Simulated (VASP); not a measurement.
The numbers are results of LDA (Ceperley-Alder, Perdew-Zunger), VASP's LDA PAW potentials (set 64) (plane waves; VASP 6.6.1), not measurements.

VASP ran on this input.

KPOINTS:
```
K-points
0
gamma
 10 10 10
0 0 0
```

### POSCAR
```
GaN
1
    0.0000000000     2.1701480409     2.1701480409
    2.1701480409     0.0000000000     2.1701480409
    2.1701480409     2.1701480409    -0.0000000000
Ga N
1 1
Direct
  1.0000000000   1.0000000000   0.0000000000
  0.2500000000   0.2500000000   0.2500000000
```

### INCAR
```
# general
SYSTEM  = GaN
PREC    = Accurate
ENCUT   = 620
LREAL   = .FALSE.
LASPH   = .TRUE.

# electronic loop
EDIFF   = 1E-6
NELM    = 100
ALGO    = Normal
LMAXMIX = 4

# smearing
ISMEAR  = 0
SIGMA   = 0.05

# ions
IBRION  = 2
NSW     = 40
ISIF    = 3
EDIFFG  = -0.02
PSTRESS = 200

# output
LWAVE   = .FALSE.
LCHARG  = .FALSE.
```

POTCAR, in this order: Ga_d N (LDA.64 set). Program: vasp_std.

Output

File OSZICAR:
```
       N       E                     dE             d eps       ncg     rms          rms(c)
DAV:   1     0.939003605982E+02    0.93900E+02   -0.10964E+04  1352   0.283E+03
DAV:   2    -0.876889436531E+01   -0.10267E+03   -0.95834E+02  1375   0.404E+02
DAV:   3    -0.159940722592E+02   -0.72252E+01   -0.71837E+01  1412   0.919E+01
DAV:   4    -0.160913781506E+02   -0.97306E-01   -0.97232E-01  1391   0.113E+01
DAV:   5    -0.160928208364E+02   -0.14427E-02   -0.14425E-02  1375   0.131E+00    0.796E+00
DAV:   6    -0.138885049794E+02    0.22043E+01   -0.59524E+00  1785   0.546E+01    0.266E+00
DAV:   7    -0.138678175715E+02    0.20687E-01   -0.36897E-01  1237   0.735E+00    0.173E+00
DAV:   8    -0.138421567803E+02    0.25661E-01   -0.66530E-02  1552   0.410E+00    0.609E-01
DAV:   9    -0.138387340444E+02    0.34227E-02   -0.18707E-02  1797   0.370E+00    0.151E-01
DAV:  10    -0.138386192929E+02    0.11475E-03   -0.19948E-03  1583   0.805E-01    0.280E-02
DAV:  11    -0.138386025690E+02    0.16724E-04   -0.15660E-04  1832   0.224E-01    0.147E-02
DAV:  12    -0.138386034413E+02   -0.87226E-06   -0.96936E-06  1292   0.525E-02
   1 F= -.11286975E+02 E0= -.11286975E+02  d E =-.112870E+02
```

**OUTCAR**
```
------------------------ aborting loop because EDIFF is reached ----------------------------------------
  FORCE on cell =-STRESS in cart. coord.  units (eV):
  Direction    XX          YY          ZZ          XY          YZ          ZX
  --------------------------------------------------------------------------------------
  Total        2.5565322      2.5565322      2.5565322      0.0000000      0.0000000     -0.0000000
  in kB      200.3843366    200.3843366    200.3843366      0.0000000      0.0000000     -0.0000000
  external PRESSURE =       0.3843366 kB  Pullay stress =     200.0000000 kB
  volume of cell :       20.44
      direct lattice vectors                 reciprocal lattice vectors
     0.000000000  2.170148041  2.170148041    -0.230399028  0.230399028  0.230399028
     2.170148041  0.000000000  2.170148041     0.230399028 -0.230399028  0.230399028
     2.170148041  2.170148041  0.000000000     0.230399028  0.230399028 -0.230399028
  FREE ENERGIE OF THE ION-ELECTRON SYSTEM (eV)
  ---------------------------------------------------
  free  energy   TOTEN  =       -13.8386034413 eV

  energy  without entropy=      -13.8386034413  energy(sigma->0) =      -13.83860344
  enthalpy is  TOTEN    =       -11.2869746594 eV   P V=        2.5516287818

 reached required accuracy - stopping structural energy minimisation
```
(Selected blocks of OUTCAR.)

File OUTCAR:
```
 val. band max:        6.3608724337   @ k =   0.0000   0.0000   0.0000

 cond. band min:       8.8412275417   @ k =   0.0000   0.0000   0.0000


 Fermi energy:         6.5951982554

 k-point     1 :       0.0000    0.0000    0.0000
  band No.  band energies     occupation
      1     -10.4899      2.00000
      2      -7.3591      2.00000
      3      -7.3591      2.00000
      4      -7.3591      2.00000
      5      -6.9091      2.00000
      6      -6.9091      2.00000
      7       6.3609      2.00000
      8       6.3609      2.00000
      9       6.3609      2.00000
     10       8.8412      0.00000
     11      17.1803      0.00000
     12      17.1803      0.00000
     13      17.1803      0.00000

 k-point     2 :       0.1000    0.0000    0.0000
  band No.  band energies     occupation
      1     -10.3521      2.00000
      2      -7.3404      2.00000
      3      -7.3404      2.00000
      4      -7.3272      2.00000
      5      -6.9112      2.00000
      6      -6.9112      2.00000
      7       5.2993      2.00000
      8       6.2357      2.00000
      9       6.2357      2.00000
     10       9.6022      0.00000
     11      16.6796      0.00000
     12      17.3686      0.00000
     13      17.3686      0.00000

 k-point     3 :       0.2000    0.0000    0.0000
  band No.  band energies     occupation
      1      -9.9933      2.00000
      2      -7.2968      2.00000
      3      -7.2968      2.00000
      4      -7.1783      2.00000
      5      -6.9102      2.00000
      6      -6.9102      2.00000
      7       3.3392      2.00000
      8       5.9289      2.00000
      9       5.9289      2.00000
     10      10.6730      0.00000
     11      15.8820      0.00000
     12      17.6568      0.00000
     13      17.6568      0.00000

 k-point     4 :       0.3000    0.0000    0.0000
  band No.  band energies     occupation
      1      -9.5849      2.00000
      2      -7.2581      2.00000
      3      -7.2581      2.00000
...
```

The compound is GaN in the zinc blende structure, a metastable form; wurtzite is the usual one. It was relaxed first under an external pressure of 20 GPa.
